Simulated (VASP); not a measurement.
# Sb (relaxed from the lonsdaleite structure, space group P6_3/mmc): computed properties

All values below come from PBEsol GGA, VASP's PBE PAW potentials (set 64) (plane waves; VASP).

| Property | Result |
|---|---|
| space group | P6_3/mmc (194) |
| cell | a = b = 5.193 Å, c = 6.345 Å, α = β = 90.00°, γ = 120.00° |
| volume per atom | 37.05 Å^3/atom |
| band gap (over mesh and band path) | none (metal, semimetal or under 0.01 eV) |
| density | 5.46 g/cm³ |

```
CELL_PARAMETERS angstrom
      5.19314     0.00000     0.00000
     -2.59657     4.49739     0.00000
      0.00000     0.00000     6.34540
ATOMIC_POSITIONS crystal
  Sb 0.33333 0.66667 0.02304
  Sb 0.66667 0.33333 0.52304
  Sb 0.66667 0.33333 0.97696
  Sb 0.33333 0.66667 0.47696
```

Unless said otherwise, spin-orbit coupling is left out, though it shifts the bands of the heavy elements here.

The structure was generated: Sb was put into the lonsdaleite type (P6_3/mmc), which need not be its known phase. It was relaxed first, which changed the volume by +9 %. Symmetry was kept, so distortions that lower it aren't found.
